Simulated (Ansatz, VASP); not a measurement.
LiAl2 in VASP and in Ansatz

```
Li Al
1.0
    -2.36379    3.00175    4.01021
     2.36379   -3.00175    4.01021
     2.36379    3.00175   -4.01021
Li Al
2 4
Direct
  0.74705 0.00000 0.74705
  0.25295 0.00000 0.25295
  0.41804 0.66816 0.74988
  0.91828 0.66816 0.25012
  0.08172 0.33184 0.74988
  0.58196 0.33184 0.25012
```

Alike in both runs: functional PBE; k mesh 6 × 6 × 6; occupations gaussian, width 0.1 eV; no spin polarisation.

Ansatz relaxed the structure, and its values are those at the end. VASP's run is a single point on that final structure, the one shown.

```csv
,VASP,Ansatz
version,VASP 6.6.1,Ansatz 0.2.0
potentials or method,"VASP PAW PBE potentials, release 64 (Li_sv, Al)","scalar-relativistic, plane waves, PAW"
plane-wave cutoff (eV),520,420
valence electrons in the cell,18,18
```

```csv
,VASP,Ansatz,Ansatz less VASP
gap on the k mesh at the Fermi level (eV),none,none,-
rms of the force components (eV/Å),0.016,0.016,+0.0001
```

A gap of «none» marks a metal or a gap that the smearing closes. With one functional, cell and mesh, what is left measures potentials, basis and numerics.
